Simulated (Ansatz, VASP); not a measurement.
**CoSi: VASP beside Ansatz**

Wanted: the spread between two codes on one cell, functional and k mesh. The structure shown is the start of the Ansatz relaxation below; VASP solves that cell, so the two are compared at the walk's first step.

Main program and level: Ansatz 0.2.0; plane waves, with VASP 6.6.1 beside it; single point at PBEsol.

## (1) The structure

The structure is orthorhombic, space group P2_12_12_1 (No. 19). Conventional cell: a = 4.254 Å, b = 4.254 Å, c = 4.460 Å, α = 90.00°, β = 90.00°, γ = 90.00°. Si has 7 Co at 2.25 to 2.43 Å nearest. Nearest to Co lie 7 Si at 2.25 to 2.43 Å. Farther neighbours are not listed.

## (2) Ansatz: relaxation, PBEsol

Ansatz runs on its PAW soft_1 files.

The two programs are compared at the cell with which this relaxation starts, whose forces are those of its first step.

input.yaml

```yaml
crystal:
  lattice:
    - [4.2541853093, 0.0, 0.0]
    - [0.0, 4.2541853093, 0.0]
    - [0.0, 0.0, 4.4604549752]
  atoms:
    - { symbol: Si, position: [0.8446273808, 0.8436520285, 0.8426450206] }
    - { symbol: Si, position: [0.6553726192, 0.1563479715, 0.3426450206] }
    - { symbol: Si, position: [0.3446273808, 0.6563479715, 0.1573549794] }
    - { symbol: Si, position: [0.1553726192, 0.3436520285, 0.6573549794] }
    - { symbol: Co, position: [0.1463858481, 0.146373972, 0.1456505328] }
    - { symbol: Co, position: [0.3536141519, 0.853626028, 0.6456505328] }
    - { symbol: Co, position: [0.6463858481, 0.353626028, 0.8543494672] }
    - { symbol: Co, position: [0.8536141519, 0.646373972, 0.3543494672] }
kpoints:
  mp_grid: { grid: [8, 8, 8] }
hamiltonian:
  xc: pbesol
  pseudopotentials: { kind: paw, azcp: { folder: soft_1 }, xc_functional: pbe }
scf:
  occupations: { method: methfessel_paxton, width: 0.2 }
output:
  forces: true
  stress: true
  eigenvalues: true
relax:
  adjacent_minimum: "off"
  f_tol: 0.001
  max_steps: 60
  cell: { stress_tol: 0.01, fix: [a, b, gamma] }
```

The run is started by

```console
$ ansatz run input.yaml --threads 4 --pin off --max-ram 16384MiB --backend cpu --events-out ev --progress --plain --runs-dir out
```

Numbers of over 12 decimals in the logs are rounded to 6 here.

What it wrote:

```text
Engine: ansatz 0.2.0, aarch64-unknown-linux-gnu
Pseudopotentials: kind: paw
Pseudopotential: Si, paw, valence charge 4, recommended cutoff 420 eV (normal), soft_1/Si.paw.azcp
Pseudopotential: Co, paw, valence charge 17, recommended cutoff 420 eV (normal), soft_1/Co.paw.azcp
Functional definition: PBEsol
  exchange = pbesol_x
  correlation = pbesol_c
Crystal: 8 atoms, lattice volume = 80.726 Å³
Basis set: ecut = 420 eV, 1575 PW (Γ), exchange–correlation on 60×60×60 points (8 copies of the dense FFT grid, shifted against one another)
Bands: 51, of which v1, the nominal top of the filled ones, is band 42 counted from 1 (41 counted from 0)
Symmetry: 4 space group operations
Space group: P212121 (ITA 19), of the structure as read, at distance tolerance 4.3e-5 Å
k-points: 125 of 512 (time reversal used)
Non-local potential: Si, projectors of the file, l = 0: 2, l = 1: 2, l = 2: 1
Non-local potential: Co, projectors of the file, l = 0: 3, l = 1: 2, l = 2: 3, l = 3: 1
PAW form: soft (Blöchl's): semilocal exchange-correlation on the pseudo side does not see the compensation charge
PAW frozen core: Si, regenerated for the run's functional, and the local potential with it (the file was generated under x = pbe(κ = 0.804, μ = 0.219515), c = pbe(β = 0.066725))
PAW frozen core: Co, regenerated for the run's functional, and the local potential with it (the file was generated under x = pbe(κ = 0.804, μ = 0.219515), c = pbe(β = 0.066725))
PAW one-centre angular grid: Si, 110 points (default); XC on 64 Gauss nodes
PAW one-centre angular grid: Co, 590 points (default); XC on 64 Gauss nodes
Initial density: superposition of atomic densities (chi_scale 0.1, normalization cell, long waves kept (reshape's long-wave potential 0.00 eV rms))
Initial wavefunctions: pseudopotential atomic-orbital guess
Functional: x = pbesol(κ = 0.804, μ = 0.123457), c = pbesol(β = 0.046)
SCF iter   1: F=—  HF=-22864.744599 eV  |F-HF|=—  |Δ(HF+E_count)|=         —  Δρ=9.01e-2  dr2=6.99e0  ethr=3.10e-3  ⟨swp⟩=6.9  Hψ=24949  notcnv=0  defer=5
preconditioner: auto → Kerker (q_TF=auto, 2.746 Å⁻¹)  [metal: Δε(μ)=0.014 eV  Ē_g=7.442 eV  σ=0.200 eV  W_gap=0.06  n_scr=26 (ndim 8)  ℏωp=29.8 eV  f_vac=0.000  D(μ)=1.53/eV (n_scr^D=6)]
SCF iter   2: F=—  HF=-22864.203016 eV  |F-HF|=—  |Δ(HF+E_count)|=   5.42e-1  S|Δr|=    0.00e0  Δρ=4.90e-2  dr2=2.55e0  ethr=3.10e-3  ⟨swp⟩=2.0  Hψ=8116  notcnv=0  defer=334
SCF iter   3: F=—  HF=-22863.559074 eV  |F-HF|=—  |Δ(HF+E_count)|=   6.44e-1  S|Δr|=    0.00e0  Δρ=1.21e-2  dr2=1.51e-1  ethr=3.04e-3  ⟨swp⟩=2.0  Hψ=10086  notcnv=0  defer=334
SCF iter   4: F=—  HF=-22863.542125 eV  |F-HF|=—  |Δ(HF+E_count)|=   1.69e-2  S|Δr|=    0.00e0  Δρ=6.24e-3  dr2=1.57e-2  ethr=1.80e-4  ⟨swp⟩=2.6  Hψ=10416  notcnv=0  defer=311
SCF iter   5: F=—  HF=-22863.544421 eV  |F-HF|=—  |Δ(HF+E_count)|=   2.30e-3  S|Δr|=    0.00e0  Δρ=1.29e-3  dr2=2.03e-3  ethr=1.87e-5  ⟨swp⟩=1.2  Hψ=6639  notcnv=0  defer=311
SCF iter   6: F=—  HF=-22863.543622 eV  |F-HF|=—  |Δ(HF+E_count)|=   7.99e-4  S|Δr|=    0.00e0  Δρ=3.38e-4  dr2=1.35e-4  ethr=2.42e-6  ⟨swp⟩=2.3  Hψ=8334  notcnv=0  defer=311
SCF iter   7: F=—  HF=-22863.543570 eV  |F-HF|=—  |Δ(HF+E_count)|=   5.24e-5  S|Δr|=    0.00e0  Δρ=4.56e-5  dr2=1.67e-6  ethr=1.60e-7  ⟨swp⟩=2.0  Hψ=9268  notcnv=0  defer=311
SCF iter   8: F=—  HF=-22863.543663 eV  |F-HF|=—  |Δ(HF+E_count)|=   9.34e-5  S|Δr|=    0.00e0  Δρ=9.52e-6  dr2=5.31e-8  ethr=1.19e-10  ⟨swp⟩=11.0  Hψ=36769  notcnv=0
SCF iter   9: F=-22863.543663 eV  HF=-22863.543663 eV  |F-HF|=1.53e-9  |Δ(HF+E_count)|=   2.23e-8  S|Δr|=    0.00e0  Δρ=1.72e-6  dr2=2.51e-9  ethr=6.32e-11  ⟨swp⟩=3.0  Hψ=24718  notcnv=0
SCF 1 converged in 9 iterations: F = -22863.543663 eV  dr2 = 2.51e-9
  greatest PAW one-centre occupation: 1.001 electrons in one spin orbital (limit 2), on the Co atom at site 6 (counted from 0), in its partial waves of l = 1
relax step   1: F+E_penalty+E_count = -22863.54366307 eV  Δ(F+E_penalty+E_count) = +0.000e0 eV  max|allowed force component| = 3.780e-2 eV/Å  Δτ_max = 0.0000 Å  P = +12.526 GPa  Ω = 80.726 Å³  fix = [a, b, gamma]  reactions: a +16.780, b +17.068 GPa  (9 SCF iters, dr2 threshold 1.00e-7 eV, accepted)
[...]
relax step   5: F+E_penalty+E_count = -22863.55241951 eV  Δ(F+E_penalty+E_count) = -1.365e-6 eV  max|allowed force component| = 4.848e-5 eV/Å  Δτ_max = 0.0002 Å  P = +9.977 GPa  Ω = 81.497 Å³  energy of the carried Pulay correction = -4.084e-4 eV  fix = [a, b, gamma]  reactions: a +14.788, b +15.145 GPa  (5 SCF iters, dr2 threshold 1.30e-10 eV, accepted)
[...]
relax step   6: F+E_penalty+E_count = -22863.55282748 eV  Δ(F+E_penalty+E_count) = -4.080e-4 eV  max|allowed force component| = 6.985e-5 eV/Å  Δτ_max = 0.0000 Å  P = +9.977 GPa  Ω = 81.497 Å³  fix = [a, b, gamma]  reactions: a +14.788, b +15.144 GPa  stress off target by 2.74e-4 GPa on what of the cell is left free  SCF on the basis re-selected at this cell (its energy is not comparable with the rows above)  (7 SCF iters)
basis re-selected at this cell: Δ(F+E_penalty+E_count) = -4.080e-4 eV, ΔP = -0.000 GPa vs the last step (what re-selecting the basis moved, of the pressure what is left beyond the Pulay correction that the steps carried, after the strain that the cell walked since its last selection, with what the two solves' SCF thresholds leave and, on support functions, any second-order correction that the steps lacked; it is no measure of the basis error at this ecutwfc). The dense FFT grid was sized anew with the basis: this SCF ran on 30×30×32 points, the steps before it on 30×30×30, so part of this shift can come from that change (see relax.cell in the input reference). [rest of the remark cut]
SCF converged after 7 iterations
Stability not checked: this state was not tested for a lower state beside it, because cold or Methfessel-Paxton smearing, or corrected tetrahedra, fill the levels in a way that the test cannot read (fill_not_monotonic; see scf.lower_state_search)
Free energy (F): -22863.552827 eV
Harris-Foulkes:  -22863.552827 eV  (|F-HF|=7.28e-12)
Internal energy: -22863.569215 eV  (E = F + TS)
E sigma→0 (E₀):  -22863.556924 eV
Entropy (-TS):   0.016388 eV (2.048 meV/atom)
Fermi energy:    17.857166 eV
Step filling:    the computed levels leave a gap of 0.0031 eV = 0.0 smearing widths at the electron count; against every level under it full and every level over it empty, smearing changes F+E_penalty+E_count by +5.444 meV and its σ→0 estimate by +1.347 meV
--- Per-component energies (eV) ---
  E_band       = -856.229856
  E_kinetic    = 1381.543033
  E_local      = -13154.351852  (includes V_loc(G=0)·N_el)
  E_nonlocal   = 1849.839738
  E_hartree    = 6008.461805
  E_xc         = -610.051574
  E_vxc        = -690.978811  (∫ρ·V_xc dr)
  E_paw        = -8166.000739  (= ΣΔE_a)
  E_vpaw       = -2259.205739  (= ΣTr[D̂ρ^β])
  E_aug_tail   = 0.000062  (compensation charges beyond the density's cutoff)
  E_ewald      = -10173.889611
  E_core_change = 0.879921  (= ΣΔE_core)
  E_smearing   = 0.016388  (= −TS)
  E_closure    = -0.000000  (closes the sum)
  Σ components = -22863.552827   (vs F -22863.552827, Δ=0.00e0)
--- Forces (eV/Å), atoms counted from 1 ---
  atom   1  Si     0.00002584    -0.00000066     0.00006107
  atom   2  Si    -0.00002584     0.00000066     0.00006107
  atom   3  Si     0.00002584     0.00000066    -0.00006107
  atom   4  Si    -0.00002584    -0.00000066    -0.00006107
  atom   5  Co    -0.00006985     0.00005633     0.00006147
  atom   6  Co     0.00006985    -0.00005633     0.00006147
  atom   7  Co    -0.00006985    -0.00005633    -0.00006147
  atom   8  Co     0.00006985     0.00005633    -0.00006147
  max |Σ_I F_I| component: 1.73e-17 eV/Å
--- Stress (GPa, compression-positive) ---
       14.787620       0.000000       0.000000
        0.000000      15.143964       0.000000
        0.000000       0.000000       0.000274
  P = ⅓ Tr σ = 9.9773 GPa (99.773 kbar)
--- Band table (eV; the first three rows and the last of 125) ---
  k-point 0: bands = [... 38 lower, 17.0104, 17.0662, 17.8328, 17.8380, 17.9072, 20.6393, 20.7206, 20.7271, ... 5 higher]
  k-point 1: bands = [... 38 lower, 17.0777, 17.1596, 17.6923, 17.7825, 18.1416, 20.1852, 20.2116, 20.5997, ... 5 higher]
  k-point 2: bands = [... 38 lower, 17.1178, 17.2369, 17.5924, 17.6299, 18.6194, 19.6790, 19.9047, 20.1091, ... 5 higher]
  k-point 124: bands = [... 38 lower, 16.5393, 16.5393, 17.6278, 17.6278, 17.6278, 17.6278, 23.3743, 23.3743, ... 5 higher]
--- Relaxed structure (5 steps of the walk, 5 accepted, 1 SCFs on fresh bases) ---
  F+E_penalty+E_count = -22863.55282748 eV   max|allowed force component| = 6.985e-5 eV/Å   (the final SCF, on the basis selected at the relaxed cell)
  cell:  # Å, volume = 81.4973 Å³
    - [4.2541853093, 0.0, 0.0]
    - [0.0, 4.2541853093, 0.0]
    - [0.0, 0.0, 4.503086]
  atoms:
    - { symbol: Si, position: [0.845453, 0.843758, 0.842406] }
    - { symbol: Si, position: [0.654547, 0.156242, 0.342406] }
    - { symbol: Si, position: [0.345453, 0.656242, 0.157594] }
    - { symbol: Si, position: [0.154547, 0.343758, 0.657594] }
    - { symbol: Co, position: [0.146382, 0.146630, 0.145389] }
    - { symbol: Co, position: [0.353618, 0.853370, 0.645389] }
    - { symbol: Co, position: [0.646382, 0.353370, 0.854611] }
    - { symbol: Co, position: [0.853618, 0.646630, 0.354611] }
```

## (3) VASP: single point, PBEsol, start cell

The same cell, functional, mesh and smearing now go to VASP, with its own data sets.

Lines of VASP's logs that name or quote its potential files are left out, and so is its time.

INCAR

```
SYSTEM = CoSi
PREC = Accurate
ENCUT = 520
EDIFF = 1E-06
NELM = 120
ISMEAR = 1
SIGMA = 0.2
LREAL = .FALSE.
ALGO = Normal
GGA = PS
NBANDS = 34
LASPH = .TRUE.
LORBIT = 11
LWAVE = .FALSE.
LCHARG = .FALSE.
ISIF = 2
GGA_COMPAT = .FALSE.
KPAR = 2
```

POSCAR

```
CoSi
1.0
    4.2541850000      0.0000000000      0.0000000000
    0.0000000000      4.2541850000      0.0000000000
    0.0000000000      0.0000000000      4.4604550000
Si Co
4 4
Direct
    0.8446273493      0.8436520744      0.8426449768
    0.6553727682      0.1563479256      0.3426450889
    0.3446274668      0.6563480432      0.1573550232
    0.1553726507      0.3436519568      0.6573549111
    0.1463859705      0.1463739823      0.1456506119
    0.3536141470      0.8536260177      0.6456504998
    0.6463858530      0.3536261352      0.8543493881
    0.8536142645      0.6463740999      0.3543495002
```

KPOINTS

```
Automatic mesh
0
Gamma
8 8 8
0 0 0
```

The projector-augmented-wave data sets are Si and Co (PBE family, release 64).

The run is started by

```console
$ mpirun -np 2 vasp_std
```

What it wrote:

```text
[banner, memory and clock lines left out]
running    2 mpi-ranks, on    1 nodes
 distrk:  each k-point on    1 cores,    2 groups
 distr:  one band on    1 cores,    1 groups

 POSCAR found type information on POSCAR SiCo
 POSCAR found :  2 types and       8 ions
|                                                                             |
|               ----> ADVICE to this user running VASP <----                  |
|                                                                             |
|     You enforced a specific xc type in the INCAR file but a different       |
|     [... a line on the potential file left out ...]
|     I HOPE YOU KNOW WHAT YOU ARE DOING!                                     |
|                                                                             |

 LDA part: xc-table for (Slater+PW92), standard interpolation
 POSCAR, INCAR and KPOINTS ok, starting setup
 FFT: planning ... GRIDC
 FFT: planning ... GRID_SOFT
 FFT: planning ... GRID
 WAVECAR not read
 entering main loop
       N       E                     dE             d eps       ncg     rms          rms(c)
DAV:   1     0.358736112742E+03    0.35874E+03   -0.22301E+04  8500   0.179E+03
DAV:   2    -0.349591707310E+02   -0.39370E+03   -0.37890E+03  8500   0.384E+02
DAV:   3    -0.648412618525E+02   -0.29882E+02   -0.28789E+02  9098   0.128E+02
DAV:   4    -0.661947219836E+02   -0.13535E+01   -0.13376E+01 11216   0.247E+01
DAV:   5    -0.662441445441E+02   -0.49423E-01   -0.49308E-01 11256   0.453E+00    0.316E+01
DAV:   6    -0.707072547413E+02   -0.44631E+01   -0.13795E+02 11684   0.145E+02    0.255E+01
DAV:   7    -0.595707578728E+02    0.11136E+02   -0.55498E+01 10020   0.105E+02    0.890E+00
DAV:   8    -0.597014602256E+02   -0.13070E+00   -0.46193E+00  9634   0.129E+01    0.317E+00
DAV:   9    -0.595849341424E+02    0.11653E+00   -0.31692E-01 12616   0.672E+00    0.112E+00
DAV:  10    -0.595789083119E+02    0.60258E-02   -0.23436E-02 12358   0.110E+00    0.368E-01
DAV:  11    -0.595772314443E+02    0.16769E-02   -0.29269E-03 13936   0.563E-01    0.107E-01
DAV:  12    -0.595771892525E+02    0.42192E-04   -0.33359E-04 10042   0.202E-01    0.407E-02
DAV:  13    -0.595771888914E+02    0.36103E-06   -0.77158E-05 13280   0.512E-02    0.391E-02
DAV:  14    -0.595771844766E+02    0.44148E-05   -0.10250E-05 10346   0.307E-02    0.135E-02
DAV:  15    -0.595771838181E+02    0.65852E-06   -0.29500E-06  5706   0.160E-02
   1 F= -.59577184E+02 E0= -.59582560E+02  d E =0.161275E-01
```

[end of part 1 of 2]

[Lines on the potential files, build, host, timing and source positions are cut from VASP's logs without a mark.]

[Logs are printed without paths, hosts, clocks, repeated set-up lines and the standing remarks that a program may print on its own settings, such as how far it seeks lower states.]

[Hosts, paths, dates, database ids (printed as entryN), source tags and the programs' standing remarks are cut or masked in the printed files.]
